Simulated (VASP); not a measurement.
These are LDA (Ceperley-Alder, Perdew-Zunger), VASP's LDA PAW potentials (set 64) (plane waves; VASP 6.6.1) values and carry that method's errors.

VASP input:

### INCAR
```
IBRION  =  2
EDIFF  =  1E-6
ENCUT  =  500
LWAVE  =  .False.
SIGMA  =  0.05   ! width (eV)
LMAXMIX  =  4
LCHARG  =  .False.
LREAL  =  .False.
NSW  =  40   ! most ionic steps
ISIF  =  3
LASPH  =  .True.   ! aspherical one-centre terms
EDIFFG  =  -0.02   ! ionic stop
ALGO  =  Normal   ! blocked Davidson
PREC  =  Accurate
ISMEAR  =  0   ! Gaussian
SYSTEM  =  SnTe
NELM  =  100
```

**POSCAR**
```
SnTe
1
    0.0000000000     3.1173157275     3.1173157275
    3.1173157275     0.0000000000     3.1173157275
    3.1173157275     3.1173157275     0.0000000000
Sn Te
1 1
Direct
  0.0000000000   0.0000000000   0.0000000000
  0.5000000000   0.5000000000   0.5000000000
```

KPOINTS:
```
Automatic mesh
0
Gamma
  7 7 7
```

POTCAR, in this order: Sn_d Te (LDA.64 set). Program: vasp_std.

The resulting files:

**OSZICAR**
```
       N       E                     dE             d eps       ncg     rms          rms(c)
DAV:   1     0.123807652264E+03    0.12381E+03   -0.97833E+03   578   0.165E+03
DAV:   2     0.171401106830E+01   -0.12209E+03   -0.11969E+03   596   0.369E+02
DAV:   3    -0.860202502624E+01   -0.10316E+02   -0.10237E+02   710   0.982E+01
DAV:   4    -0.888263481068E+01   -0.28061E+00   -0.28052E+00   658   0.182E+01
DAV:   5    -0.889441646597E+01   -0.11782E-01   -0.11781E-01   796   0.346E+00    0.516E+00
DAV:   6    -0.884425209769E+01    0.50164E-01   -0.10921E-01   774   0.274E+00    0.328E+00
DAV:   7    -0.883990462858E+01    0.43475E-02   -0.39878E-02   694   0.126E+00    0.678E-01
DAV:   8    -0.883893681167E+01    0.96782E-03   -0.67635E-03   656   0.761E-01    0.153E-01
DAV:   9    -0.883897042278E+01   -0.33611E-04   -0.52144E-04   686   0.230E-01    0.537E-02
DAV:  10    -0.883895411139E+01    0.16311E-04   -0.53952E-05   674   0.740E-02    0.260E-02
DAV:  11    -0.883895422653E+01   -0.11515E-06   -0.25515E-05   706   0.444E-02    0.138E-02
DAV:  12    -0.883895357315E+01    0.65338E-06   -0.30544E-06   572   0.161E-02
   1 F= -.88389536E+01 E0= -.88389536E+01  d E =-.883895E+01
```

OUTCAR:
```
------------------------ aborting loop because EDIFF is reached ----------------------------------------
  FORCE on cell =-STRESS in cart. coord.  units (eV):
  Direction    XX          YY          ZZ          XY          YZ          ZX
  --------------------------------------------------------------------------------------
  Total       -0.0116561     -0.0116561     -0.0116561      0.0000000     -0.0000000      0.0000000
  in kB       -0.3082429     -0.3082429     -0.3082429      0.0000000     -0.0000000      0.0000000
  external PRESSURE =      -0.3082429 kB  Pullay stress =       0.0000000 kB
  volume of cell :       60.59
      direct lattice vectors                 reciprocal lattice vectors
     0.000000000  3.117315727  3.117315727    -0.160394405  0.160394405  0.160394405
     3.117315727  0.000000000  3.117315727     0.160394405 -0.160394405  0.160394405
     3.117315727  3.117315727  0.000000000     0.160394405  0.160394405 -0.160394405
 POSITION                                       TOTAL-FORCE (eV/Angst)
 -----------------------------------------------------------------------------------
      0.00000      0.00000      0.00000        -0.000000     -0.000000     -0.000000
      3.11732      3.11732      3.11732         0.000000      0.000000      0.000000
 -----------------------------------------------------------------------------------
    total drift:                                0.000000     -0.000000     -0.000000
  FREE ENERGIE OF THE ION-ELECTRON SYSTEM (eV)
  ---------------------------------------------------
  free  energy   TOTEN  =        -8.8389535732 eV

  energy  without entropy=       -8.8389535731  energy(sigma->0) =       -8.83895357

 reached required accuracy - stopping structural energy minimisation
```
(Selected blocks of OUTCAR.)

The compound is SnTe in the rock salt structure, which distorts at low temperature. It was relaxed first.
